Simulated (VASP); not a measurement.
Input:

```yaml
crystal:
  lattice:
    - [4.54716, 0.00000, 0.00000]
    - [-2.27358, 3.93796, 0.00000]
    - [0.00000, 0.00000, 5.02560]
  atoms:
    - { symbol: Se, position: [0.21789, 0.00000, 0.33333] }
    - { symbol: Se, position: [0.00000, 0.21789, 0.66667] }
    - { symbol: Se, position: [0.78211, 0.78211, 0.00000] }
```

Method: PBE GGA, VASP's PBE PAW potentials (set 64) (plane waves; VASP 6.6.1). Numerical set-up: 300 eV cut-off, 7×7×6 Γ-centred mesh, Gaussian smearing of 0.010 eV, potentials Se.

Problem. What does the run give for the energy per atom (σ→0)?

Solution. 
```yaml
energy per atom (σ→0): -338.0 kJ/mol-atom
```

The absolute energy has meaning only against runs of the same code, potentials and settings.

The structure comes from a computed database's Se entry; how it stands against other phases isn't given here. The cell was not relaxed at this level.
